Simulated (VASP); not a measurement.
# Co2PtO4: work function with PBE

Slab: Co2PtO4, a slab with vacuum.

```xyz
7
Lattice="2.8245 0.0000 0.0000 -1.4123 2.4461 0.0000 0.0000 0.0000 22.8788" Properties=species:S:1:pos:R:3 pbc="T T T"
O     0.0000    0.0000    7.5000
O     1.4123    0.8154    9.4394
O     1.4123    0.8154   13.4394
O     0.0000    1.6307   15.3788
Co    0.0000    1.6307    8.4697
Co    0.0000    0.0000   14.4091
Pt    1.4123    0.8154   11.4394
```

The cell isn't the ideal one: the (0 0 1) slab of CoPtO2, cut from the database cell, not relaxed.

| Quantity | Value |
| --- | --- |
| Program | VASP 6.6.1 |
| Task | work function |
| Functional | PBE |
| Potentials or basis | VASP PAW PBE potentials, release 64 (O, Co, Pt) |
| Cutoff | 520 eV |
| k mesh | 11 × 11 × 1 |
| Occupations | gaussian, width 0.05 eV |
| Spin | collinear spin, ferromagnetic start |
| Starting moments | [0.0, 0.0, 0.0, 0.0, 2.0, 2.0, 0.0] μB |
| Dipole correction | yes |
| Further INCAR settings | ALGO = Normal; EDIFF = 1e-06 |

The largest force is 1.727 eV/Å, the band gap on the k mesh is none (metal or under the smearing width) and the net moment is 0.91 μB per cell. The site moments are O +0.07, +0.02; Co +0.34; Pt +0.01 μB. The valence electrons inside the program's atomic spheres are O 4.91, 5.02; Co 8.40; Pt 9.22 and the work function of the upper face is 7.69 eV. The work function of the lower face is 7.69 eV.

Forces on the atoms (eV/Å):
```
O    0.000  0.000  1.071
O    0.000  0.000  0.339
O    0.000  0.000 -0.339
O    0.000  0.000 -1.071
Co   0.000  0.000 -1.727
Co   0.000  0.000  1.727
Pt   0.000  0.000  0.000
```

Levels at points of the mesh, in eV from the Fermi level:
Spin up:
```csv
k point,band 25,band 26,band 27,band 28,band 29,band 30
"(0.00, 0.00, 0.00)",-0.55,-0.42,-0.32,2.28,2.28,2.45
```
Spin down:
```
           k point  band 22  band 23  band 24  band 25  band 26  band 27  band 28  band 29
(0.00, 0.00, 0.00)    -1.20    -1.20    -0.52    -0.52     0.12     0.23     2.45     2.45
```

It took 5 min on 1 thread of Intel(R) Xeon(R) Platinum 8488C (Sapphire Rapids) (shared host), peak memory 0.47 GiB.

Caveat: semilocal functionals often make such compounds metallic where correlation or magnetic order opens a gap, which also shifts bond lengths. Spin-orbit coupling is left out, which matters for the levels of Pt.
